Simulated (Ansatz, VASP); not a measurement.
# Cross-check of Ta12Al14O51 (aluminium tantalate glass 54Al2O3-46Ta2O5) between VASP and Ansatz, part 3 of 3

Aim: how closely do two programs agree when they are given the same cell, functional and k mesh? Of the first pair: The structure shown is the start of the Ansatz relaxation below; VASP solves that cell, so the two are compared at the walk's first step.

VASP 6.6.1 and Ansatz 0.2.0.

So far. Step 3 (VASP: single point, PBEsol, start cell, pair 1): The run ends at a pressure of -3.88 GPa, with forces up to 0.21 eV/Å.

**6. VASP: single point, PBEsol, relaxed cell, pair 2**

Level of this step: PBEsol; plane waves and PAW (Al, Ta_pv, O) (VASP).

The same cell, functional and mesh now go to VASP, with its own data sets.

INCAR reads:

```
SYSTEM = Ta12Al14O51
PREC = Accurate
ENCUT = 600
EDIFF = 1E-06
NELM = 120
ISMEAR = 0
SIGMA = 0.01
LREAL = Auto
ALGO = Normal
GGA = PS
NBANDS = 296
LASPH = .TRUE.
LORBIT = 11
LWAVE = .FALSE.
LCHARG = .FALSE.
ISIF = 2
GGA_COMPAT = .FALSE.
EFERMI = MIDGAP
NCORE = 2
```

POSCAR reads:

```
Ta12Al14O51
1.0
   10.2183030000      0.0000000000      0.0000000000
    0.0000000000      9.5028930000      0.0000000000
    0.0000000000      0.0000000000      9.8653260000
Al Ta O
14 12 51
Direct
    0.5696900000      0.6887400000      0.3529000000
    0.7774400000      0.2041400000      0.2832600000
    0.6105100000      0.1571000000      0.5363000000
    0.3244000000      0.8589000000      0.2670100000
    0.5609500000      0.4139300000      0.4838700000
    0.2860800000      0.2046900000      0.5475700000
    0.3628500000      0.4396700000      0.7091700000
    0.4783000000      0.3843800000      0.1904100000
    0.0841400000      0.7394700000      0.5998900000
    0.5277500000      0.1028200000      0.1335100000
    0.8265000000      0.1536300000      0.7278500000
    0.4687700000      0.8984100000      0.8807200000
    0.0593200000      0.2925600000      0.3087800000
    0.2542000000      0.1129400000      0.1509000000
    0.5897000000      0.2693200000      0.8836900000
    0.6448900000      0.5955400000      0.7055200000
    0.8881200000      0.8344700000      0.8205300000
    0.9518700000      0.2083300000      0.0205600000
    0.1613800000      0.0122500000      0.8051400000
    0.7623500000      0.8986400000      0.5382500000
    0.4052700000      0.8588700000      0.5868100000
    0.7996200000      0.8820200000      0.1702500000
    0.2768500000      0.6114300000      0.0009600000
    0.0530600000      0.0045200000      0.4082400000
    0.0794200000      0.3845500000      0.7174000000
    0.0756600000      0.6461800000      0.2472900000
    0.7614400000      0.9554200000      0.7382000000
    0.9177700000      0.7282400000      0.1953200000
    0.5328600000      0.7851400000      0.7414200000
    0.1586400000      0.1912200000      0.4220400000
    0.6846700000      0.0578200000      0.2127300000
    0.0837100000      0.9714800000      0.5880500000
    0.9366300000      0.2858700000      0.6597500000
    0.6532200000      0.7739600000      0.2243200000
    0.0455400000      0.3383400000      0.9036100000
    0.0977500000      0.5940400000      0.0569900000
    0.9282200000      0.0300400000      0.1136800000
    0.4242300000      0.3001300000      0.8139700000
    0.5770800000      0.9735400000      0.5325600000
    0.4737800000      0.5367100000      0.6101700000
    0.6504700000      0.2063600000      0.7089300000
    0.5287800000      0.5058600000      0.3257300000
    0.1823300000      0.9744100000      0.2661300000
    0.2391400000      0.3883100000      0.5940900000
    0.0567600000      0.4740200000      0.3299500000
    0.6162500000      0.4702400000      0.8500100000
    0.0438500000      0.5653100000      0.6591300000
    0.3907600000      0.2236500000      0.2074400000
    0.3781700000      0.7698400000      0.9675600000
    0.5395300000      0.0590400000      0.9493700000
    0.9364500000      0.1677500000      0.3565000000
    0.7887700000      0.0986700000      0.5411000000
    0.2024900000      0.0563400000      0.9807300000
    0.7861600000      0.8500800000      0.9828900000
    0.6617900000      0.7228300000      0.5053300000
    0.7042100000      0.4665100000      0.5804300000
    0.3449300000      0.9574600000      0.7656700000
    0.0835700000      0.7737700000      0.4082500000
    0.6537000000      0.2713100000      0.3907200000
    0.4015700000      0.9758700000      0.1592700000
    0.8622300000      0.3070600000      0.1564100000
    0.8688800000      0.9159900000      0.3737500000
    0.1174800000      0.2361500000      0.1500800000
    0.3284300000      0.0190100000      0.5166700000
    0.2601600000      0.5221300000      0.8302400000
    0.4576400000      0.2632800000      0.5326900000
    0.1870300000      0.1819800000      0.7107500000
    0.4271000000      0.7863000000      0.3932600000
    0.7971800000      0.6625200000      0.7974700000
    0.2561900000      0.7029300000      0.2053900000
    0.2595500000      0.7462600000      0.6061800000
    0.9082000000      0.7949400000      0.6158100000
    0.9680200000      0.0539900000      0.8374300000
    0.5915700000      0.2877800000      0.0861400000
    0.3885900000      0.4887800000      0.0820400000
    0.7928200000      0.2234500000      0.9052500000
    0.0797900000      0.8151200000      0.8073000000
```

KPOINTS reads:

```
Automatic mesh
0
Gamma
1 1 1
0 0 0
```

Potentials, in the order of the species: Al, Ta_pv and O (PBE family, release 64).

Started as:

```console
$ mpirun -np 8 vasp_gam
```

Numbers of over 12 decimals in the logs are rounded to 6 here.

The program printed:

```text
[banner, memory and clock lines left out]
running    8 mpi-ranks, on    1 nodes
[...]
[... a notice as in an earlier step ...]

 LDA part: xc-table for (Slater+PW92), standard interpolation
 POSCAR, INCAR and KPOINTS ok, starting setup
[...]
entering main loop
       N       E                     dE             d eps       ncg     rms          rms(c)
DAV:   1     0.574626318961E+04    0.57463E+04   -0.31898E+05   600   0.188E+03
DAV:   2    -0.212552878786E+03   -0.59588E+04   -0.57298E+04   720   0.494E+02
DAV:   3    -0.791868609908E+03   -0.57932E+03   -0.57437E+03   664   0.158E+02
DAV:   4    -0.807335921422E+03   -0.15467E+02   -0.15373E+02   696   0.267E+01
[...]
DAV:  17    -0.688728204423E+03   -0.99499E-05   -0.41061E-05   720   0.177E-02    0.105E-02
DAV:  18    -0.688728206282E+03   -0.18593E-05   -0.16840E-05   632   0.107E-02    0.440E-03
DAV:  19    -0.688728207031E+03   -0.74903E-06   -0.34439E-06   568   0.486E-03
   1 F= -.68872821E+03 E0= -.68872821E+03  d E =0.000000E+00
```

OUTCAR, selected parts (step 6):

```text
  FREE ENERGIE OF THE ION-ELECTRON SYSTEM (eV)
  ---------------------------------------------------
  free  energy   TOTEN  =      -688.7282070310 eV

  energy  without entropy=     -688.7282070310  energy(sigma->0) =     -688.72820703

[... 1 part as in an earlier step ...]
```

The run ends at a pressure of 0.48 GPa, with forces up to 0.23 eV/Å.

**7. Side by side**

What differs besides the data sets and the points named for the pairs above, as far as they apply: the data sets hold 504 valence electrons in Ansatz (on its default PAW (the set named soft_2) files) and 480 in VASP; the cutoff is 420 eV in Ansatz and 600 eV in VASP (PREC = Accurate, projectors in real space). Total energies have different zeros and are not compared.

The two programs side by side:

```
              quantity  Ansatz   VASP  difference
        pressure (GPa)   -0.04   0.48       -0.51
gap on the k mesh (eV)   3.202  3.164      +0.038
```

Forces on 7 of the 77 atoms, those with the largest forces and the largest differences (eV/Å; atoms numbered as in POSCAR):

```
atom         Ansatz x, y, z            VASP x, y, z
Ta16   0.025, -0.001, 0.010    -0.056, 0.216, 0.029
Ta21    0.007, 0.009, 0.004    0.211, -0.052, 0.038
 O32  -0.002, 0.000, -0.009    0.040, -0.043, 0.212
 O33    0.007, 0.000, 0.004  -0.157, -0.107, -0.060
 O53   -0.003, 0.001, 0.005     0.046, 0.049, 0.183
 O56   -0.010, 0.007, 0.004   0.078, -0.139, -0.123
 O64  0.003, -0.003, -0.001   -0.081, 0.148, -0.068
```

The forces differ by 63 meV/Å r.m.s., where the r.m.s. force is 0.006 eV/Å in Ansatz and 0.062 eV/Å in VASP: the atoms lie near their places of rest in Ansatz, so a percentage would say little (all taken over all components). A gap on the mesh is an upper bound, since the band edges may lie between its points; neither run holds spin-orbit coupling, which can move the band edges of a compound of Ta.

**8. Results**

| Quantity | Value |
| --- | --- |
| r.m.s. force difference (single point, PBEsol, start cell, pair 1) | 63 meV/Å |
| r.m.s. force difference (single point, PBEsol, relaxed cell, pair 2) | 63 meV/Å |
| difference in pressure (single point, PBEsol, relaxed cell, pair 2) | -0.51 GPa |

What this shows: The r.m.s. force difference is 63 meV/Å (single point, PBEsol, start cell, pair 1), beyond the 12 meV/Å picked in this series as the mark of a large difference. The data sets hold unlike numbers of valence electrons (504 in Ansatz and 480 in VASP), so part of the differences comes from the potentials. What causes the difference of the single point, PBEsol, start cell, pair 1 pair stays open here. What causes the difference of the single point, PBEsol, relaxed cell, pair 2 pair stays open here. How closely two codes agree says nothing of how well the functional describes the real material.

[Lines on the potential files, build, host, timing and source positions are cut from VASP's logs without a mark.]

[Logs are printed without paths, hosts, clocks, repeated set-up lines and the standing remarks that a program may print on its own settings, such as how far it seeks lower states.]

[Hosts, paths, dates, database ids (printed as entryN), source tags and the programs' standing remarks are cut or masked in the printed files.]
